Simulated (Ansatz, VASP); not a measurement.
# VGa2 (VGa2 in the AlB2 type) in two plane-wave programs

Aim: how closely do two programs agree when they are given the same cell, functional and k mesh? The cell is generated by rule, not measured, and may not be a known phase. Of the first pair: The cell is taken from a series of runs on this material, whose earlier steps may have relaxed, scaled, displaced or heated it; both programs get it as it stands.

Program: Ansatz 0.2.0. Level of theory: plane waves, with VASP 6.6.1 beside it; relaxation of cell and atoms at PBEsol and zone-centre phonons at PBEsol. Results are calculated unless marked as measured.

**1. The structure**

It takes space group P6/mmm (No. 191, hexagonal). The conventional cell has a = 4.320 Å, b = 4.320 Å, c = 2.617 Å, α = 90.00°, β = 90.00°, γ = 120.00°. Nearest to V lie 2 V at 2.62 Å and 12 Ga at 2.82 Å. Nearest to Ga lie 5 Ga at 2.49 to 2.62 Å and 6 V at 2.82 Å. Farther neighbours are not listed.

**2. VASP: relaxation of cell and atoms, PBEsol, pair 1**

The relaxed volume is the usual yardstick between codes: in a stiff, nearly cubic crystal its relative difference is about their pressure difference at one cell divided by the bulk modulus.

Lines of VASP's logs that name or quote its potential files are left out, and so is its time.

The input, INCAR:

```
SYSTEM = VGa2
PREC = Accurate
ENCUT = 500
EDIFF = 1E-07
NELM = 120
ISMEAR = 0
SIGMA = 0.1
LREAL = .FALSE.
ALGO = Normal
GGA = PS
NBANDS = 25
LASPH = .TRUE.
LORBIT = 11
LWAVE = .FALSE.
LCHARG = .FALSE.
ISIF = 3
IBRION = 2
NSW = 80
EDIFFG = -0.005
GGA_COMPAT = .FALSE.
NELMIN = 4
KPAR = 2
```

The input, POSCAR:

```
VGa2
1.0
    4.3201240000      0.0000000000      0.0000000000
   -2.1600620000      3.7413370000      0.0000000000
    0.0000000000      0.0000000000      2.6165230000
V Ga
1 2
Direct
    0.0000000000      0.0000000000      0.0000000000
    0.3333333779      0.6666667558      0.5000001911
    0.6666666221      0.3333332442      0.5000001911
```

The input, KPOINTS:

```
Automatic mesh
0
Gamma
9 9 12
0 0 0
```

Potentials, in the order of the species: V_sv and Ga_d (PBE family, release 64).

Started as:

```sh
> mpirun -np 2 vasp_std
```

Numbers of over 12 decimals in the logs are rounded to 6 here.

The program printed:

```text
[banner, memory and clock lines left out]
running    2 mpi-ranks, on    1 nodes
 distrk:  each k-point on    1 cores,    2 groups
 distr:  one band on    1 cores,    1 groups

 POSCAR found type information on POSCAR V Ga
 POSCAR found :  2 types and       3 ions
|                                                                             |
|               ----> ADVICE to this user running VASP <----                  |
|                                                                             |
|     You enforced a specific xc type in the INCAR file but a different       |
|     [... a line on the potential file left out ...]
|     I HOPE YOU KNOW WHAT YOU ARE DOING!                                     |
|                                                                             |

 LDA part: xc-table for (Slater+PW92), standard interpolation
 POSCAR, INCAR and KPOINTS ok, starting setup
 FFT: planning ... GRIDC
 FFT: planning ... GRID_SOFT
 FFT: planning ... GRID
 WAVECAR not read
 entering main loop
       N       E                     dE             d eps       ncg     rms          rms(c)
DAV:   1     0.283360269643E+03    0.28336E+03   -0.19066E+04  4552   0.272E+03
DAV:   2     0.469870296562E+01   -0.27866E+03   -0.27480E+03  4386   0.513E+02
DAV:   3    -0.181577328465E+02   -0.22856E+02   -0.22529E+02  4714   0.139E+02
DAV:   4    -0.187034926011E+02   -0.54576E+00   -0.54443E+00  5206   0.235E+01
DAV:   5    -0.187131293195E+02   -0.96367E-02   -0.96294E-02  5264   0.293E+00    0.172E+01
DAV:   6    -0.184732805006E+02    0.23985E+00   -0.40979E+01  4498   0.321E+01    0.109E+01
DAV:   7    -0.166610366352E+02    0.18122E+01   -0.19167E+01  4506   0.256E+01    0.460E+00
DAV:   8    -0.165383164170E+02    0.12272E+00   -0.10787E+00  4690   0.627E+00    0.764E-01
DAV:   9    -0.165302851540E+02    0.80313E-02   -0.52569E-02  4741   0.196E+00    0.214E-01
DAV:  10    -0.165298728589E+02    0.41230E-03   -0.16745E-03  6272   0.340E-01    0.108E-01
DAV:  11    -0.165298150152E+02    0.57844E-04   -0.51442E-04  4499   0.189E-01    0.231E-02
DAV:  12    -0.165298126748E+02    0.23404E-05   -0.49938E-05  4711   0.652E-02    0.103E-02
DAV:  13    -0.165298122107E+02    0.46406E-06   -0.65665E-06  5196   0.167E-02    0.129E-03
DAV:  14    -0.165298122313E+02   -0.20643E-07   -0.42271E-07  3645   0.518E-03
   1 F= -.16529812E+02 E0= -.16524626E+02  d E =-.165298E+02
 curvature:   0.00 expect dE= 0.000E+00 dE for cont linesearch  0.000E+00
 trial: gam= 0.00000 g(F)=  0.127E-42 g(S)=  0.111E-03 ort = 0.000E+00 (trialstep = 0.100E+01)
 search vector abs. value=  0.111E-03
 bond charge predicted
       N       E                     dE             d eps       ncg     rms          rms(c)
DAV:   1    -0.165329069080E+02   -0.30947E-02   -0.48490E-02  4572   0.287E+00    0.476E-01
DAV:   2    -0.165325304563E+02    0.37645E-03   -0.46182E-02  4438   0.136E+00    0.407E-01
DAV:   3    -0.165300634362E+02    0.24670E-02   -0.17645E-02  4472   0.738E-01    0.107E-01
DAV:   4    -0.165298435787E+02    0.21986E-03   -0.58257E-04  5346   0.227E-01    0.301E-02
DAV:   5    -0.165298198386E+02    0.23740E-04   -0.38614E-05  4780   0.806E-02    0.139E-02
DAV:   6    -0.165298180755E+02    0.17631E-05   -0.89111E-06  5366   0.225E-02    0.182E-03
DAV:   7    -0.165298179678E+02    0.10768E-06   -0.60990E-07  3893   0.624E-03    0.536E-04
DAV:   8    -0.165298179758E+02   -0.79481E-08   -0.25164E-08  2224   0.153E-03
   2 F= -.16529818E+02 E0= -.16524600E+02  d E =-.574442E-05
 trial-energy change:   -0.000006  1 .order   -0.000009   -0.000111    0.000094
 step:   0.5206(harm=  0.5431)  dis= 0.00000  next Energy=   -16.529841 (dE=-0.285E-04)
 bond charge predicted
       N       E                     dE             d eps       ncg     rms          rms(c)
DAV:   1    -0.165305473551E+02   -0.72939E-03   -0.11123E-02  4568   0.137E+00    0.229E-01
DAV:   2    -0.165304644886E+02    0.82867E-04   -0.10622E-02  4420   0.651E-01    0.195E-01
DAV:   3    -0.165298929366E+02    0.57155E-03   -0.40514E-03  4448   0.355E-01    0.503E-02
DAV:   4    -0.165298441098E+02    0.48827E-04   -0.12690E-04  5352   0.108E-01    0.139E-02
DAV:   5    -0.165298395363E+02    0.45735E-05   -0.89606E-06  4676   0.384E-02    0.719E-03
DAV:   6    -0.165298391694E+02    0.36691E-06   -0.23279E-06  5343   0.111E-02    0.104E-03
DAV:   7    -0.165298391633E+02    0.61336E-08   -0.19022E-07  2674   0.349E-03
   3 F= -.16529839E+02 E0= -.16524636E+02  d E =-.269320E-04
 curvature:  -0.27 expect dE=-0.539E-06 dE for cont linesearch -0.679E-07
 trial: gam=-0.02956 g(F)=  0.125E-41 g(S)=  0.199E-05 ort = 0.528E-05 (trialstep = 0.904E+00)
 search vector abs. value=  0.178E-05
 reached required accuracy - stopping structural energy minimisation
```

From OUTCAR (step 2):

```text
ion  position               nearest neighbor table
   1  0.000  0.000  0.000-   2 2.82   3 2.82   3 2.82   2 2.82   3 2.82   2 2.82   2 2.82   3 2.82
                             2 2.82   3 2.82   3 2.82   2 2.82
   2  0.333  0.667  0.500-   3 2.49   3 2.49   3 2.49   1 2.82   1 2.82   1 2.82   1 2.82   1 2.82
                             1 2.82
   3  0.667  0.333  0.500-   2 2.49   2 2.49   2 2.49   1 2.82   1 2.82   1 2.82   1 2.82   1 2.82
                             1 2.82

  LATTYP: Found a hexagonal cell.
 ALAT       =     4.3201240000
 C/A-ratio  =     0.6056592357

 Subroutine GETGRP returns: Found 24 space group operations
 (whereof 24 operations were pure point group operations)

The static configuration has the point symmetry D_6h.

 Found     84 irreducible k-points:

   k-points           NKPTS =     84   k-points in BZ     NKDIM =     84   number of bands    NBANDS=     25

   dimension x,y,z NGX =    32 NGY =   32 NGZ =   20
   dimension x,y,z NGXF=    64 NGYF=   64 NGZF=   40

   ENCUT  =  500.0 eV  36.75 Ry    6.06 a.u.   7.88  7.88  4.77*2*pi/ulx,y,z

   NELECT =      39.0000    total number of electrons

 k-points in reciprocal lattice and weights: Automatic mesh
   0.00000000  0.00000000  0.00000000       0.001
   0.11111111  0.00000000  0.00000000       0.006
   0.22222222  0.00000000  0.00000000       0.006
   0.33333333  0.00000000  0.00000000       0.006
   0.44444444  0.00000000  0.00000000       0.006
   0.11111111  0.11111111  0.00000000       0.006
   0.22222222  0.11111111  0.00000000       0.012
   0.33333333  0.11111111  0.00000000       0.012
   0.44444444  0.11111111  0.00000000       0.006
[...]
0.33333333  0.22222222  0.50000000       0.012
   0.33333333  0.33333333  0.50000000       0.002

 average (electrostatic) potential at core
       1 -71.4357       2 -61.5098       3 -61.5098

 E-fermi :   8.6406

 k-point     1 :       0.0000    0.0000    0.0000
  band No.  band energies     occupation
    ...
     15      -3.3203      2.00000
     16       5.1399      2.00000
     17       5.1399      2.00000
     18       6.6647      2.00000
     19       6.9943      2.00000
     20       9.7343      0.00000
     21       9.7343      0.00000
     22      10.4020      0.00000
     23      10.4020      0.00000
     24      12.1316      0.00000
    ...

 k-point     2 :       0.1111    0.0000    0.0000
  band No.  band energies     occupation
    ...
     15      -3.1823      2.00000
     16       4.1668      2.00000
     17       5.1288      2.00000
     18       6.9086      2.00000
     19       7.6895      2.00000
     20       9.1944      0.00000
     21       9.4483      0.00000
     22      10.3785      0.00000
     23      10.4008      0.00000
     24      12.5946      0.00000
    ...

 k-point     3 :       0.2222    0.0000    0.0000
  band No.  band energies     occupation
    ...
     15      -2.7724      2.00000
     16       2.7673      2.00000
     17       5.1007      2.00000
     18       6.6096      2.00000
     19       8.3386      1.99998
     20       8.9573      0.00001
     21       9.3552      0.00000
     22      10.3221      0.00000
     23      10.3978      0.00000
     24      13.2602      0.00000
    ...

  Total       -0.0043160     -0.0043160      0.0093026     -0.0000000      0.0000000     -0.0000000
  in kB       -0.1633227     -0.1633226      0.3520238     -0.0000000      0.0000000     -0.0000000
  external PRESSURE =       0.0084595 kB  Pullay stress =       0.0000000 kB

  energy-cutoff  :      500.00
  volume of cell :       42.34
      direct lattice vectors                 reciprocal lattice vectors
     4.321372666  0.000000000  0.000000000     0.231407952  0.133603448 -0.000000000
    -2.160686333  3.742418377 -0.000000000     0.000000000  0.267206897 -0.000000000
     0.000000000  0.000000000  2.617997688     0.000000000  0.000000000  0.381971307

 POSITION                                       TOTAL-FORCE (eV/Angst)
 -----------------------------------------------------------------------------------
      0.00000      0.00000      0.00000        -0.000000      0.000000      0.000000
     -0.00000      2.49495      1.30900        -0.000000      0.000000      0.000000
      2.16069      1.24747      1.30900         0.000000     -0.000000      0.000000
 -----------------------------------------------------------------------------------
    total drift:                               -0.000000     -0.000000     -0.000240

  FREE ENERGIE OF THE ION-ELECTRON SYSTEM (eV)
  ---------------------------------------------------
  free  energy   TOTEN  =       -16.5298391633 eV

  energy  without entropy=      -16.5194337110  energy(sigma->0) =      -16.52463644

 reached required accuracy - stopping structural energy minimisation

 total charge
# of ion       s       p       d       tot
------------------------------------------
    1        2.234   6.161   3.122  11.518
    2        0.884   0.920  10.008  11.813
    3        0.884   0.920  10.008  11.813
--------------------------------------------------
tot          4.003   8.002  23.139  35.143

[... 3 further parts left out ...]
```

This run has no spin polarisation, so a moment on V, if there is one, isn't seen. Its electron count is odd, so without a moment it is a metal by construction. The run keeps the 24 symmetry operations of its start, so it cannot find a distortion of lower symmetry.

[end of part 1 of 3]

[Lines on the potential files, build, host, timing and source positions are cut from VASP's logs without a mark.]

[Logs are printed without paths, hosts, clocks, repeated set-up lines and the standing remarks that a program may print on its own settings, such as how far it seeks lower states.]

[Hosts, paths, dates, database ids (printed as entryN), source tags and the programs' standing remarks are cut or masked in the printed files.]
